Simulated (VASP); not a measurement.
# Mo under biaxial strain in the (110) plane

Wanted: the elastic response of Mo to biaxial strain in the (110) plane, with a fit that predicts a row left out.

Method: r2SCAN; plane waves and PAW (Mo_sv), in the first sound run; inputs show where later runs differ, in VASP 6.6.1.

This is a report of a sequence of runs, with most program output left out.

## 1. Set-up

It takes space group Im-3m (No. 229, cubic). Conventional cell: a = 3.150 Å, b = 3.150 Å, c = 3.150 Å, α = 90.00°, β = 90.00°, γ = 90.00°. Nearest to Mo lie 8 Mo at 2.73 Å.

## 2. Relax the crystal, r2SCAN

The series starts from the cell that this level prefers, so that zero strain is near zero stress.

Level: r2SCAN; plane waves and PAW (Mo_sv).

INCAR

```
SYSTEM = Mo
PREC = Accurate
ENCUT = 450
EDIFF = 1E-07
NELM = 120
ISMEAR = 1
SIGMA = 0.15
LREAL = .FALSE.
ALGO = Normal
METAGGA = R2SCAN
LASPH = .TRUE.
NBANDS = 13
LORBIT = 11
LWAVE = .FALSE.
LCHARG = .FALSE.
KPAR = 8
IBRION = 2
NSW = 40
ISIF = 3
EDIFFG = -0.005
POTIM = 0.4
```

POSCAR

```
Mo
1.0
   -1.5750000000      1.5750000000      1.5750000000
    1.5750000000     -1.5750000000      1.5750000000
    1.5750000000      1.5750000000     -1.5750000000
Mo
1
Direct
    0.0000000000      0.0000000000      0.0000000000
```

KPOINTS

```
Automatic mesh
0
Gamma
26 26 26
0 0 0
```

PAW data sets: Mo_sv (PBE family, release 64).

Launch:

```console
$ mpirun -np 8 vasp_std
```

Wall time 52 s (8 MPI ranks of Intel Xeon 6975P-C (Granite Rapids), shared host); peak memory 1.5 GiB.

Numbers from this step:

```
energy(sigma→0) of the program : -26.0801 eV
stress, compression positive   : 0.01 along [110], 0.01 across it (mean), GPa
volume                         : 15.692 Å³
ionic steps                    : 3
```

## 3. Strain along the normal, r2SCAN

One member in full: the plane is strained by -2 %, and the strain along the normal is moved by secant steps until the normal stress is under 0.012 GPa or five steps are spent; the atoms relax at each step.

This step took 4 runs, each at a new trial strain with the atoms of the one before; the last is shown.

Level: r2SCAN; plane waves and PAW (Mo_sv).

Edit INCAR of step 2 so:

```diff
@@ -15,7 +15,7 @@
 LCHARG = .FALSE.
-KPAR = 8
-IBRION = 2
-NSW = 40
-ISIF = 3
-EDIFFG = -0.005
-POTIM = 0.4
+KPAR = 2
+IBRION = 1
+NSW = 25
+ISIF = 2
+EDIFFG = -0.004
+POTIM = 0.3
```

POSCAR

```
Mo
1.0
   -1.5455955090      1.5455955090      1.5455955090
    1.5455955090     -1.5455955090      1.5455955090
    1.6049780750      1.6049780750     -1.5455955090
Mo
1
Direct
    0.0000000000      0.0000000000      0.0000000000
```

KPOINTS is that of step 2.

Launch:

```console
$ mpirun -np 2 vasp_std
```

The job ended after 5.9 min (2 MPI ranks; peak memory 0.88 GiB; 9.4 min of CPU time).

Read from the output:

```
energy(sigma→0) of the program : -26.0597 eV
stress, compression positive   : 0.00 along [110], 10.28 across it (mean), GPa
ionic steps                    : 1
```

## 4. All members

The other members went through these steps as far as the tables show, with the same cutoff and, step by step, the same mesh; 27 runs are not shown. The session took 5.5 core hours (wall time by ranks) on a shared machine.

```tsv
in-plane strain (%)	strain along the normal (%)	mean of the two in-plane stresses, tension positive (GPa)	energy above the unstrained row, extrapolated to no smearing (meV/atom)
-2.000	1.765	-10.282	20.481
-1.500	1.307	-7.591	11.589
-1.000	0.856	-5.007	5.220
-0.500	0.424	-2.472	1.366
0	0.005	-0.014	0.000
0.500	-0.416	?	?
1.000	-0.846	4.498	4.354
1.500	-1.282	6.531	9.741
2.000	-1.721	8.424	17.047
```

## 5. Stress from the known rows

Fitting a parabola to the 8 known rows (e: strain in %) gives stress = − 0.2228 e² + 4.698 e − 0.03453 in GPa; the residuals are 0.038 GPa r.m.s.

For the withheld row, e = 0.5, the fit gives 2.259 GPa.

## 6. Prediction against calculation

The calculation gives 2.319 GPa, so the prediction is 0.060 GPa too low, within twice the residual of the fit.

Slopes at zero strain, from cubics through all rows: strain ratio -0.845, stress over strain 477 GPa.

## 7. Results

| Property | Result |
| --- | --- |
| error of the predicted stress | -0.060 GPa |
| ratio of normal to in-plane strain | -0.845 |
| biaxial modulus | 477 GPa |

As a check, the curvature of the energy gives 490 GPa for the same modulus (energy per volume = M × strain²), 3 % from the slope of the stress; these energies are extrapolated to no smearing, while the stress belongs to the free energy, so part of the difference may come from that. The energy also has a linear term worth 0.15 GPa that the stress column lacks, a mark of the finite basis or of the smearing. These are static values: temperature and zero-point motion are left out. In a metal the slopes also depend on mesh and smearing, which were held through the series.

[Lines on the potential files, build, host, timing and source positions are cut from VASP's logs without a mark.]

[Logs are printed without paths, hosts, clocks, repeated set-up lines and the standing remarks that a program may print on its own settings, such as how far it seeks lower states.]

[Hosts, paths, dates, database ids (printed as entryN), source tags and the programs' standing remarks are cut or masked in the printed files.]

[In band tables of VASP the shares of atoms and orbitals are scaled to a sum of 1 inside the atoms' spheres.]
